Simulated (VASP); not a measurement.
Data:

```xyz
2
Lattice="0.0000 2.4912 2.4912 2.4912 0.0000 2.4912 2.4912 2.4912 0.0000" Properties=species:S:1:pos:R:3 pbc="T T T"
Ca     0.0000     0.0000     0.0000
S      2.4912     2.4912     2.4912
```

Computed with LDA (Ceperley-Alder, Perdew-Zunger), VASP's LDA PAW potentials (set 64) (plane waves; VASP 6.6.1). Settings: 500 eV cut-off, 9×9×9 Γ-centred mesh, Gaussian smearing of 0.050 eV, potentials Ca_sv S.

Q: What does the run give for the energy per atom (σ→0), pressure?

A: 
```
Quantity                        Value
---------------------  --------------
energy per atom (σ→0)  -5.064 eV/atom
pressure                    44.89 GPa
```

Only differences to runs with the same potentials and settings are physical.

The compound is CaS in the rock salt structure. It was relaxed first under an external pressure of 45 GPa.
